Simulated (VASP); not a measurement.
Sb2Pt (Geversite):

```
Pt Sb
1.0
     6.44230    0.00000    0.00000
     0.00000    6.44230    0.00000
     0.00000    0.00000    6.44230
Pt Sb
4 8
Direct
  0.00000 0.50000 0.50000
  0.50000 0.50000 0.00000
  0.50000 0.00000 0.50000
  0.00000 0.00000 0.00000
  0.37530 0.12470 0.87530
  0.12470 0.87530 0.37530
  0.87530 0.37530 0.12470
  0.62470 0.62470 0.62470
  0.62470 0.87530 0.12470
  0.87530 0.12470 0.62470
  0.12470 0.62470 0.87530
  0.37530 0.37530 0.37530
```

```yaml
Program: VASP 6.6.1
Task: relaxation of cell and atoms
Functional: PBE
Potentials_or_basis: VASP PAW PBE potentials, release 64 (Pt, Sb)
Cutoff: 600 eV
k_mesh: 4 × 4 × 4
Occupations: fermi-dirac, width 0.05 eV
Spin: no spin polarisation
```

At the start: pressure 6.0 GPa; volume 22.28 Å³/atom.

How do energy, volume and symmetry change on relaxing?

Over 5 steps the energy falls by 20.4 meV/atom and the volume is 23.41 Å³/atom (+5.1 %); space group Pa-3 (No. 205, to 0.05 Å).

Step by step:
| step | energy change (eV) | largest force (eV/Å) | pressure (GPa) | volume (Å³) |
| --- | --- | --- | --- | --- |
| 1 | 0.0000 | 0.1572 | 5.97 | 267.38 |
| 2 | 0.1574 | 0.0754 | -6.04 | 300.81 |
| 3 | -0.2448 | 0.0428 | -0.07 | 281.26 |
| 4 | -0.2448 | 0.0449 | 0.04 | 280.98 |
| 5 | -0.2453 | 0.0190 | 0.03 | 280.93 |

Final structure:
```xyz
12
Lattice="6.5494 0.0000 0.0000 0.0000 6.5494 0.0000 0.0000 0.0000 6.5494" Properties=species:S:1:pos:R:3 pbc="T T T"
Pt    6.5494    3.2747    3.2747
Pt    3.2747    3.2747    6.5494
Pt    3.2747    0.0000    3.2747
Pt    6.5494    0.0000    6.5494
Sb    2.4550    0.8197    5.7297
Sb    0.8197    5.7297    2.4550
Sb    5.7297    2.4550    0.8197
Sb    4.0944    4.0944    4.0944
Sb    4.0944    5.7297    0.8197
Sb    5.7297    0.8197    4.0944
Sb    0.8197    4.0944    5.7297
Sb    2.4550    2.4550    2.4550
```
